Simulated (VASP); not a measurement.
# FeC23 (a cell with a defect): single point with PBEsol+U

FeC23 (a cell with a defect):

```xyz
24
Lattice="0.0000 5.3503 5.3503 3.5669 0.0000 3.5669 3.5669 3.5669 0.0000" Properties=species:S:1:pos:R:3 pbc="T T T"
Fe    0.0216    5.2994    5.3028
C     1.7791    1.7797    0.0098
C     5.3461    3.5692    1.7872
C     3.5597    1.7868    1.7927
C     0.0216    1.7814    1.7886
C     5.3129    3.5651    5.3847
C     5.3124    5.3781    3.5718
C     3.5731    3.5616    3.5687
C     3.5608    7.1267    3.5676
C     1.8274    5.3323    3.5384
C     1.8274    3.5309    5.3400
C     3.5659    5.3500    5.3579
C     0.9842    0.9960    1.0036
C     2.5397    2.5929    1.0263
C     2.5383    1.0213    2.5980
C     4.4550    2.6770    2.6842
C     0.8340    2.6988    2.7056
C     2.7047    4.4559    2.6544
C     2.7048    2.6472    4.4630
C     4.4482    4.4586    4.4657
C     1.0773    4.2987    4.3067
C     2.6792    6.2407    4.4693
C     2.6791    4.4616    6.2490
C     4.4668    6.2322    6.2397
```

```json
{"Program": "VASP 6.6.1", "Task": "single point", "Functional": "PBEsol", "Potentials or basis": "VASP PAW PBE potentials, release 64 (Fe, C)", "Cutoff": "450 eV", "k mesh": "3 × 4 × 4", "Occupations": "gaussian, width 0.03 eV", "Spin": "collinear spin, ferromagnetic start", "Starting moments": "[4.0, 0.0, 0.0, 0.0, 0.0, 0.0, 0.0, 0.0, 0.0, 0.0, 0.0, 0.0, 0.0, 0.0, 0.0, 0.0, 0.0, 0.0, 0.0, 0.0, 0.0, 0.0, 0.0, 0.0] μB", "Hubbard terms": "Fe d U = 4 eV", "Dq": "0", "Further INCAR settings": "LREAL = Auto; ALGO = Normal; EDIFF = 1e-05; ISYM = 0"}
```

```
Largest force                                         : 2.961 eV/Å
Band gap on the k mesh                                : 1.86 eV, indirect (least direct gap 1.95 eV)
Net moment                                            : 0.00 μB per cell
Valence electrons inside the program's atomic spheres : Fe 8.72; C 2.60, 2.58, 2.63, 2.62, 2.59, 2.67, 2.65, 2.56, 2.57, 2.54
```

Forces in eV/Å, atoms in the order of the input:
```
Fe  -0.348  1.018  1.073
C   -0.106  0.117  0.204
C   -0.117  0.206  0.111
C   -0.191  0.094  0.099
C   -0.153  0.203  0.206
C    0.026  0.209 -0.028
C    0.032 -0.030  0.220
C    0.076 -0.052 -0.047
C    0.026 -0.054 -0.054
C    0.035  0.209 -0.013
C    0.034 -0.017  0.215
C   -0.012  0.007  0.000
C   -1.287 -1.874 -1.898
C    1.947  0.789 -2.048
C    1.963 -2.049  0.792
C    0.038 -0.013 -0.010
C    0.191 -0.236 -0.236
C    0.007 -0.162  0.013
C    0.001  0.017 -0.165
C   -0.002 -0.007 -0.009
C   -1.895  1.297  1.271
C    0.001  0.039  0.266
C    0.010  0.268  0.019
C   -0.276  0.021  0.019
```

Levels at points of the mesh, in eV from the valence-band top:
Spin up:
```csv
k point,band 47,band 48,band 49,band 50,band 51,band 52,band 53,band 54
"(0.00, 0.00, 0.00)",-1.24,-1.17,-1.04,-1.01,2.08,3.59,3.65,4.29
"(0.00, 0.50, 0.00)",-1.58,-1.50,-0.15,-0.03,1.92,2.40,3.72,4.43
"(0.00, 0.00, 0.50)",-1.58,-1.51,-0.15,-0.02,1.93,2.39,3.72,4.43
"(0.00, 0.50, 0.50)",-1.74,-1.57,-0.19,0.00,1.95,2.85,3.61,3.81
```
Spin down:
```tsv
k point	band 47	band 48	band 49	band 50	band 51	band 52	band 53	band 54
(0.00, 0.00, 0.00)	-1.24	-1.17	-1.04	-1.02	2.08	3.59	3.65	4.29
(0.00, 0.50, 0.00)	-1.58	-1.50	-0.15	-0.03	1.92	2.40	3.72	4.43
(0.00, 0.00, 0.50)	-1.58	-1.51	-0.15	-0.03	1.93	2.39	3.72	4.43
(0.00, 0.50, 0.50)	-1.74	-1.57	-0.19	0.00	1.95	2.85	3.61	3.81
```

Eigenvalues of the final occupation matrices:
| site | spin | trace | eigenvalues |
| --- | --- | --- | --- |
| site 1 d | 1 | 3.68 | 0.57 0.62 0.62 0.94 0.94 |
| site 1 d | 2 | 3.68 | 0.57 0.62 0.62 0.94 0.94 |

It took 3.5 min on 4 MPI ranks on Intel(R) Xeon(R) 6975P-C (Granite Rapids) (shared host), peak memory 0.44 GiB a rank.

Caveat: the starting moments collapsed, and a magnetic state may lie lower; the PAW data sets were made with another functional, which shifts forces and pressure a little; the U is typed as a test and isn't derived for this compound. The state reached can hang on the start; a lower one may exist.
